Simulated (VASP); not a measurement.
Input:

```
CELL_PARAMETERS angstrom
      2.30758    -3.99685     0.00000
      2.30758     3.99685     0.00000
      0.00000     0.00000     7.54425
ATOMIC_POSITIONS crystal
  Ag 0.66667 0.33333 0.50009
  Ag 0.33333 0.66667 0.00009
  I  0.66667 0.33333 0.87491
  I  0.33333 0.66667 0.37491
```

The numbers are results of optB86b-vdW, VASP's PBE PAW potentials (set 64) (plane waves; VASP 6.6.1), not measurements. Settings: 520 eV cut-off, 5×5×3 Γ-centred mesh, Gaussian smearing of 0.050 eV, potentials Ag I.

### Question
Predict the energy per atom (σ→0).

### Answer

```json
{
  "energy per atom (σ→0)": "0.125 eV/atom"
}
```

The absolute energy has meaning only against runs of the same code, potentials and settings.

The compound is AgI in the wurtzite structure. It was relaxed first. The start is the result of an earlier pass.
